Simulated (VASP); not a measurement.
Consider the following.

```xyz
2
Lattice="1.3535 -2.3444 0.0117 1.3535 2.3444 -0.0117 0.0000 -0.0213 4.2630" Properties=species:S:1:pos:R:3 pbc="T T T"
Ru     1.3535     0.7761     1.0618
Ru     1.3535    -0.7974     3.2012
```

Method: r2SCAN meta-GGA, VASP's PBE PAW potentials (set 64) (plane waves; VASP). Run with 480 eV cut-off, 14×14×8 Γ-centred mesh, first-order Methfessel-Paxton smearing of 0.10 eV, potentials Ru_pv.

Task: Estimate the energy per atom (σ→0), band gap (on the k-mesh) with the smallest direct gap where there is one.

Result: 
| Property | Result |
|---|---|
| band gap (on the k-mesh) | none (metal, semimetal or under 0.01 eV) |
| energy per atom (σ→0) | -25.424 eV/atom |

Total energies compare only between runs with the same potentials, cut-off and functional.

The compound is Ru in the hcp structure. This cell was strained or had an atom moved on purpose.
